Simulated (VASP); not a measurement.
A convergence study with VASP on BP (zinc blende): one setting is varied, all else stays as given below, so the limit is that of these other settings.

```
BP
1.0
    0.00000     2.27000     2.27000
    2.27000     0.00000     2.27000
    2.27000     2.27000     0.00000
B P
1 1
Direct
  0.00000   0.00000   0.00000
  0.25000   0.25000   0.25000
```

All values below come from LDA (Ceperley-Alder, Perdew-Zunger), VASP's LDA PAW potentials (set 64) (plane waves; VASP 6.6.1). The tightest run used: 700 eV cut-off, 15×15×15 Monkhorst-Pack mesh, Gaussian smearing of 0.050 eV, potentials B P.

Problem. The settings run are 1×1×1 mesh; 2×2×2 mesh; 3×3×3 mesh; 4×4×4 mesh; 5×5×5 mesh; 6×6×6 mesh; 7×7×7 mesh; 8×8×8 mesh; 9×9×9 mesh; 10×10×10 mesh; 11×11×11 mesh; 12×12×12 mesh; 13×13×13 mesh; 14×14×14 mesh; 15×15×15 mesh. From which on does the energy per atom stay within 0.005 eV/atom of the tightest run?

Solution. From 6×6×6 mesh on: it is off by 0.0000 there and by no more than 0.005 in any finer run, while 5×5×5 mesh is off by 0.0267.
```csv
setting,E (eV/atom),pressure (GPa),irreducible k-points,difference judged (eV/atom)
1×1×1 mesh,3.7870,99.94,1,10.9813
2×2×2 mesh,-7.1280,-5.07,2,0.0664
3×3×3 mesh,-6.8800,-2.07,4,0.3143
4×4×4 mesh,-7.1940,-5.50,10,0.0004
5×5×5 mesh,-7.1677,-5.15,10,0.0267
6×6×6 mesh,-7.1944,-5.50,28,0.0000
7×7×7 mesh,-7.1913,-5.46,20,0.0031
8×8×8 mesh,-7.1943,-5.50,60,0.0000
9×9×9 mesh,-7.1939,-5.50,35,0.0004
10×10×10 mesh,-7.1943,-5.50,110,0.0000
11×11×11 mesh,-7.1943,-5.50,56,0.0001
12×12×12 mesh,-7.1943,-5.50,182,0.0000
13×13×13 mesh,-7.1943,-5.50,84,0.0000
14×14×14 mesh,-7.1943,-5.50,280,0.0000
15×15×15 mesh,-7.1943,-5.50,120,0.0000
```

Left out are rungs that failed or repeat a setting and relaxations that didn't move; long series are thinned to 24 rows.

The compound is BP in the zinc blende structure. The cell was not relaxed at this level.
